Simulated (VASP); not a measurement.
# KCaF3 (P4/mmm) in VASP: further runs

Runs on KCaF3. Level: LDA. Tasks: single point.

All numbers are computed with VASP 6.6.1; they aren't measurements. Logs are shortened: lines on timing, memory, paths and dates and some standing lists are left out, and cuts for length are marked.

### 1 The crystal as given

The structure is tetragonal, space group P4/mmm (No. 123). The conventional cell has a = 4.869 Å, b = 4.869 Å, c = 3.798 Å, α = 90.00°, β = 90.00°, γ = 90.00°. K (site symmetry 4/mmm) has 12 F at 3.09 to 3.44 Å as nearest neighbours. Ca (site symmetry 4/mmm) has 2 F at 1.90 Å as nearest neighbours. F (site symmetry mmm) is surrounded by 2 Ca at 2.43 Å. F (site symmetry 4/mmm) is surrounded by 2 Ca at 1.90 Å.

The cell comes from a database or a generator and needn't be the stable form of this composition.

### 2 Single point, LDA

Input file INCAR:

```
SYSTEM = KCaF3
PREC     = Accurate       ! precision mode
ENCUT    = 520            ! plane-wave cutoff, eV
EDIFF    = 1E-7           ! SCF threshold, eV
ISMEAR   = 0              ! smearing method
SIGMA    = 0.05           ! smearing width, eV
LREAL    = .False.        ! projectors in reciprocal space
LASPH    = .True.         ! aspherical terms in the spheres
NELM     = 100            ! most SCF steps
ALGO     = Fast           ! electronic algorithm
ISIF     = 2              ! what is computed and relaxed
LWAVE    = .False.        ! write WAVECAR
LCHARG   = .False.        ! write CHGCAR
NBANDS   = 28             ! bands
```

Input file KPOINTS:

```
regular mesh
0
Gamma
  6 6 6
  0 0 0
```

Input file POSCAR:

```
KCaF3
1.0
    4.8687084335      0.0000000000      0.0000000000
    0.0000000000      4.8687084335      0.0000000000
    0.0000000000      0.0000000000      3.7975925781
K Ca F
1 1 3
Direct
    0.5000000000      0.5000000000      0.5000000000
    0.0000000000      0.0000000000      0.0000000000
    0.0000000000      0.5000000000      0.0000000000
    0.0000000000      0.0000000000      0.5000000000
    0.5000000000      0.0000000000      0.0000000000
```

Potentials or basis: VASP PAW LDA potentials, release 64 (K_sv, Ca_sv, F).

Launch:

```sh
$ cat potpaw_LDA.64/K_sv/POTCAR potpaw_LDA.64/Ca_sv/POTCAR potpaw_LDA.64/F/POTCAR > POTCAR
$ mpirun -np 1 vasp_std > vasp.out
```

OUTCAR:

```text
SYSTEM = KCaF3
   PREC = Accurate
   ENCUT = 520
   EDIFF = 1E-7
   ISMEAR = 0
   LREAL = .False.
   LASPH = .True.
   NELM = 100
   ISIF = 2

 ion  position               nearest neighbor table
   1  0.500  0.500  0.500-
   2  0.000  0.000  0.000-   4 1.90   4 1.90   5 2.43   3 2.43   3 2.43   5 2.43
   3  0.000  0.500  0.000-   2 2.43   2 2.43
   4  0.000  0.000  0.500-   2 1.90   2 1.90
   5  0.500  0.000  0.000-   2 2.43   2 2.43

  LATTYP: Found a simple tetragonal cell.
 ALAT       =     4.8687084335
 C/A-ratio  =     0.7800000000

  Lattice vectors:

 A1 = (   4.8687084335,   0.0000000000,   0.0000000000)
 A2 = (   0.0000000000,   4.8687084335,   0.0000000000)
 A3 = (   0.0000000000,   0.0000000000,   3.7975925781)

Analysis of symmetry for initial positions (statically):
=====================================================================
 Subroutine PRICEL returns:
 Original cell was already a primitive cell.

 Routine SETGRP: Setting up the symmetry group for a
 simple tetragonal supercell.

 Subroutine GETGRP returns: Found 16 space group operations
 (whereof 16 operations were pure point group operations)
 out of a pool of 16 trial point group operations.

The static configuration has the point symmetry D_4h.

Analysis of symmetry for dynamics (positions and initial velocities):
=====================================================================
 Subroutine PRICEL returns:
 Original cell was already a primitive cell.

 Routine SETGRP: Setting up the symmetry group for a
 simple tetragonal supercell.

 Subroutine GETGRP returns: Found 16 space group operations
 (whereof 16 operations were pure point group operations)
 out of a pool of 16 trial point group operations.

The dynamic configuration has the point symmetry D_4h.

 Subroutine INISYM returns: Found 16 space group operations
 (whereof 16 operations are pure point group operations),
 and found     1 'primitive' translations

----------------------------------------------------------------------------------------

                                     Primitive cell

  volume of cell :      90.0194

  direct lattice vectors                    reciprocal lattice vectors
     4.868708434  0.000000000  0.000000000     0.205393281  0.000000000  0.000000000
     0.000000000  4.868708434  0.000000000     0.000000000  0.205393281  0.000000000
     0.000000000  0.000000000  3.797592578     0.000000000  0.000000000  0.263324719

  length of vectors
     4.868708434  4.868708434  3.797592578     0.205393281  0.205393281  0.263324719

  position of ions in fractional coordinates (direct lattice)
     0.500000000  0.500000000  0.500000000
     0.000000000  0.000000000  0.000000000
     0.000000000  0.500000000  0.000000000
     0.000000000  0.000000000  0.500000000
     0.500000000  0.000000000  0.000000000

  ion indices of the primitive-cell ions
   primitive index   ion index
                 1           1
                 2           2
                 3           3
                 4           4
                 5           5

----------------------------------------------------------------------------------------

 KPOINTS: regular mesh

Automatic generation of k-mesh.
 Grid dimensions read from file:
 generate k-points for:    6    6    6

 Generating k-lattice:

  Cartesian coordinates                     Fractional coordinates (reciprocal lattice)
     0.034232214  0.000000000  0.000000000     0.166666667  0.000000000  0.000000000
     0.000000000  0.034232214  0.000000000     0.000000000  0.166666667  0.000000000
     0.000000000  0.000000000  0.043887453     0.000000000  0.000000000  0.166666667

  Length of vectors
     0.034232214  0.034232214  0.043887453

  Shift w.r.t. Gamma in fractional coordinates (k-lattice)
     0.000000000  0.000000000  0.000000000

 Subroutine IBZKPT returns following result:
 ===========================================

 Found     40 irreducible k-points:

 Following reciprocal coordinates:
            Coordinates               Weight
  0.000000  0.000000  0.000000      1.000000
  0.166667  0.000000  0.000000      4.000000
  0.333333  0.000000  0.000000      4.000000
  0.500000  0.000000  0.000000      2.000000
  0.166667  0.166667  0.000000      4.000000
  0.333333  0.166667  0.000000      8.000000
[... 16 lines left out ...]
  0.333333  0.000000  0.333333      8.000000
  0.500000  0.000000  0.333333      4.000000
 [... further k-points ...]
   k-points           NKPTS =     40   k-points in BZ     NKDIM =     40   number of bands    NBANDS=     28
   number of dos      NEDOS =    301   number of ions     NIONS =      5
   total plane-waves  NPLWV =  36288
   dimension x,y,z NGX =    36 NGY =   36 NGZ =   28
   dimension x,y,z NGXF=    72 NGYF=   72 NGZF=   56
   ions per type =               1   1   3
   NGX,Y,Z   is equivalent  to a cutoff of  12.29, 12.29, 12.26 a.u.
   NGXF,Y,Z  is equivalent  to a cutoff of  24.58, 24.58, 24.51 a.u.
 SYSTEM =  KCaF3
   PREC   = accura    normal or accurate (medium, high low for compatibility)
   ISTART =      0    job   : 0-new  1-cont  2-samecut
   ICHARG =      2    charge: 1-file 2-atom 10-const
   ISPIN  =      1    spin polarized calculation?
   LNONCOLLINEAR =      F non collinear calculations
   LSORBIT =      F    spin-orbit coupling
   LASPH  =      T    aspherical Exc in radial PAW
   ENCUT  =  520.0 eV  38.22 Ry    6.18 a.u.   9.05  9.05  7.06*2*pi/ulx,y,z
   NELM   =    100;   NELMIN=  2; NELMDL= -5     # of ELM steps
   EDIFF  = 0.1E-06   stopping-criterion for ELM
   LREAL  =      F    real-space projection
   EDIFFG = 0.1E-05   stopping-criterion for IOM
   NSW    =      0    number of steps for IOM
   IBRION =     -1    ionic relax: 0-MD 1-quasi-New 2-CG
   NFREE  =      0    steps in history (QN), initial steepest desc. (CG)
   ISIF   =      2    stress and relaxation
   ISYM   =      2    0-nonsym 1-usesym 2-fastsym
   POTIM  = 0.5000    time-step for ionic-motion
   TEBEG  =    0.0;   TEEND  =   0.0 temperature during run
   PSTRESS=    0.0 pullay stress
   NELECT =      40.0000    total number of electrons
   NUPDOWN=      -1.0000    fix difference up-down
   EMIN   =  10.00;   EMAX   =-10.00  energy-range for DOS
   EFERMI =   0.00;   METHOD = LEGACY
   ISMEAR =     0;   SIGMA  =   0.05  broadening in eV -4-tet -1-fermi 0-gaus
   EFERMI_NEDOS =   21; number of points for ismear=-14 and -15
   IALGO  =     68    algorithm
   IMIX   =      4    mixing-type and parameters
     AMIX     =   0.40;   BMIX     =  1.00
     AMIX_MAG =   1.60;   BMIX_MAG =  1.00
  volume/ion in A,a.u.               =      18.00       121.50
  Fermi-wavevector in a.u.,A,eV,Ry     =   1.249250  2.360741 21.233616  1.560627
  Thomas-Fermi vector in A             =   2.383300
   LORBIT       =      0    0 simple, 1 ext, 2 COOP (PROOUT), +10 PAW based schemes
   GGA     = CA    functional components
   LHFCALC =     F    Hartree Fock is set to
   AEXX    =    0.0000 exact exchange contribution
   IVDW    =     0    specifies the selected vdW correction
   LEPSILON=     F    determine dielectric tensor
   LRPA    =     F    only Hartree local field effects (RPA)
 non-spin polarized calculation
 RMM-DIIS sequential band-by-band and
 Gauss-broadening in eV      SIGMA  =   0.05
  energy-cutoff  :      520.00
  volume of cell :       90.02
 maximum number of plane-waves:      2456
   NGX = 19   NGY = 19   NGZ = 15

 number of electron      39.9999965 magnetization

 Free energy of the ion-electron system (eV)
  ---------------------------------------------------
  ext. energy  EPLUGINS =         0.00000000
  ---------------------------------------------------
  free energy    TOTEN  =       -26.26317925 eV

  energy without entropy =      -26.26317925  energy(sigma->0) =      -26.26317925

 E-fermi :  -2.4783     XC(G=0):  -9.1084

 val. band max:       -2.7492636776   @ k =   0.0000   0.0000   0.0000
 cond. band min:       2.5729830618   @ k =   0.0000   0.0000   0.0000
 fundamental gap:      5.3222467394
 Fermi energy:        -2.4783188308

 k-point     1 :       0.0000    0.0000    0.0000
  band No.  band energies     occupation
      1     -37.7176      2.00000
      2     -29.2493      2.00000
      3     -22.7722      2.00000
      4     -21.2768      2.00000
      5     -21.2231      2.00000
      6     -19.7670      2.00000
[... 20 lines left out ...]
     27       7.9845      0.00000
     28       8.9486      0.00000

 k-point     2 :       0.1667    0.0000    0.0000
  band No.  band energies     occupation
      1     -37.7173      2.00000
      2     -29.2489      2.00000
      3     -22.7721      2.00000
      4     -21.3200      2.00000
      5     -21.2445      2.00000
      6     -19.7667      2.00000
[... 20 lines left out ...]
     27       8.0660      0.00000
     28       8.8158      0.00000

 k-point     3 :       0.3333    0.0000    0.0000
  band No.  band energies     occupation
      1     -37.7165      2.00000
      2     -29.2481      2.00000
      3     -22.7720      2.00000
      4     -21.4267      2.00000
      5     -21.2552      2.00000
      6     -19.7660      2.00000
[... 20 lines left out ...]
     27       7.8284      0.00000
     28       8.1880      0.00000

 k-point     4 :       0.5000    0.0000    0.0000
  band No.  band energies     occupation
      1     -37.7162      2.00000
      2     -29.2477      2.00000
      3     -22.7720      2.00000
      4     -21.4777      2.00000
      5     -21.2583      2.00000
      6     -19.7657      2.00000
[... 578 lines left out ...]
     27       7.9077      0.00000
     28       7.9594      0.00000

 k-point    23 :       0.3333    0.0000    0.3333
  band No.  band energies     occupation
      1     -37.6707      2.00000
      2     -29.2313      2.00000
      3     -24.1009      2.00000
      4     -21.4161      2.00000
      5     -21.2409      2.00000
      6     -19.0331      2.00000
[... 20 lines left out ...]
     27       7.9849      0.00000
     28       8.1926      0.00000

 k-point    24 :       0.5000    0.0000    0.3333
  band No.  band energies     occupation
      1     -37.6704      2.00000
      2     -29.2309      2.00000
      3     -24.1008      2.00000
      4     -21.4655      2.00000
      5     -21.2419      2.00000
      6     -19.0326      2.00000
[... 20 lines left out ...]
     27       8.1933      0.00000
     28       8.2203      0.00000

 [... further k-points ...]

------------------------ aborting loop because EDIFF is reached ----------------------------------------

  FORCE on cell =-STRESS in cart. coord.  units (eV):
  Direction    XX          YY          ZZ          XY          YZ          ZX
  --------------------------------------------------------------------------------------
  -------------------------------------------------------------------------------------
  Total       -5.4203319     -5.4203319     14.5065497      0.0000000      0.0000000      0.0000000
  in kB      -96.4718384    -96.4718384    258.1896372      0.0000000      0.0000000      0.0000000
  external PRESSURE =      21.7486535 kB  Pullay stress =       0.0000000 kB

 VOLUME and BASIS-vectors are now :
 -----------------------------------------------------------------------------
  energy-cutoff  :      520.00
  volume of cell :       90.02
      direct lattice vectors                 reciprocal lattice vectors
     4.868708434  0.000000000  0.000000000     0.205393281  0.000000000  0.000000000
     0.000000000  4.868708434  0.000000000     0.000000000  0.205393281  0.000000000
     0.000000000  0.000000000  3.797592578     0.000000000  0.000000000  0.263324719

 POSITION                                       TOTAL-FORCE (eV/Angst)
 -----------------------------------------------------------------------------------
      2.43435      2.43435      1.89880         0.000000      0.000000      0.000000
      0.00000      0.00000      0.00000         0.000000      0.000000      0.000000
      0.00000      2.43435      0.00000         0.000000      0.000000      0.000000
      0.00000      0.00000      1.89880         0.000000      0.000000      0.000000
      2.43435      0.00000      0.00000         0.000000      0.000000      0.000000
 -----------------------------------------------------------------------------------
    total drift:                                0.000000      0.000000     -0.000000

  FREE ENERGIE OF THE ION-ELECTRON SYSTEM (eV)
  ---------------------------------------------------
  free  energy   TOTEN  =       -26.2631792517 eV

  energy  without entropy=      -26.2631792517  energy(sigma->0) =      -26.26317925
```

Wall time 79 s (1 thread of Intel Xeon 6975P-C (Granite Rapids), shared host); peak memory 0.22 GiB.

Results:

```yaml
Free_energy: -26.2632 eV
Pressure: 2.2 GPa
Band_gap_on_the_k_mesh: 5.32 eV, direct
```

Stress tensor (GPa, compression positive):
```
-9.65  0.00  0.00
 0.00 -9.65  0.00
 0.00  0.00 25.82
```

Levels at points of the mesh, in eV from the valence-band top:
```
           k point  band 17  band 18  band 19  band 20  band 21  band 22  band 23  band 24
(0.00, 0.00, 0.00)    -0.28    -0.28    -0.15     0.00     5.32     7.93     8.49     8.65
(0.50, 0.00, 0.00)    -0.45    -0.31    -0.26    -0.04     7.20     7.78     8.79     9.16
(0.50, 0.50, 0.00)    -0.31    -0.31    -0.19    -0.11     7.95     8.91     9.36     9.36
(0.00, 0.00, 0.50)    -0.78    -0.53    -0.32    -0.32     8.23     8.36     8.85    10.10
(0.50, 0.00, 0.50)    -0.54    -0.53    -0.48    -0.31     8.58     8.77     9.17     9.59
(0.50, 0.50, 0.50)    -0.90    -0.24    -0.24    -0.14     9.05     9.05     9.06     9.33
```

### 3 Single point, LDA

This run uses another cell than the first one, of the same volume but with other edges.

Input file INCAR:

```
SYSTEM = KCaF3
ALGO = Fast
EDIFF = 1E-7
ENCUT = 520
ISIF = 2
ISMEAR = 0
LASPH = .TRUE.
LCHARG = .FALSE.
LREAL = .FALSE.
LWAVE = .FALSE.
NBANDS = 28
NELM = 100
PREC = Accurate
SIGMA = 0.05
```

Input file KPOINTS:

```
k-points
0
G
  6 6 6
  0 0 0
```

POSCAR: that of step 2 with these lines changed.

```diff
@@ -2,5 +2,5 @@
 1.0
-    4.8687084335      0.0000000000      0.0000000000
-    0.0000000000      4.8687084335      0.0000000000
-    0.0000000000      0.0000000000      3.7975925781
+    4.6080377228      0.0000000000      0.0000000000
+    0.0000000000      4.6080377228      0.0000000000
+    0.0000000000      0.0000000000      4.2393947050
 K Ca F
```

Potentials or basis: VASP PAW LDA potentials, release 64 (K_sv, Ca_sv, F).

Launch:

```sh
$ cat potpaw_LDA.64/K_sv/POTCAR potpaw_LDA.64/Ca_sv/POTCAR potpaw_LDA.64/F/POTCAR > POTCAR
$ mpirun -np 1 vasp_std > vasp.out
```

Wall time 95 s (1 thread of Intel Xeon 6975P-C (Granite Rapids), shared host); peak memory 0.23 GiB.

It converged, with:

```
Free energy            : -27.5036 eV
Pressure               : -4.4 GPa
Band gap on the k mesh : 5.76 eV, indirect (least direct gap 5.91 eV)
```

Stress tensor (GPa, compression positive):
```
-7.03  0.00  0.00
 0.00 -7.03  0.00
 0.00  0.00  0.89
```

Levels at points of the mesh, in eV from the valence-band top:
```csv
k point,band 18,band 19,band 20,band 21,band 22,band 23
"(0.00, 0.00, 0.00)",-0.18,-0.18,-0.15,5.76,8.48,8.79
"(0.50, 0.00, 0.00)",-0.46,-0.29,-0.21,7.75,8.41,9.10
"(0.50, 0.50, 0.00)",-0.52,-0.47,-0.02,8.65,9.34,9.34
"(0.00, 0.00, 0.50)",-0.46,-0.23,-0.23,8.10,8.45,9.00
"(0.50, 0.00, 0.50)",-0.49,-0.48,-0.04,9.03,9.11,9.12
"(0.50, 0.50, 0.50)",-0.03,-0.03,0.00,9.39,9.47,9.47
```

A k mesh can miss the band edges. A hybrid or GW would open this gap; LDA tends to underestimate it.

[end of part 1 of 2]
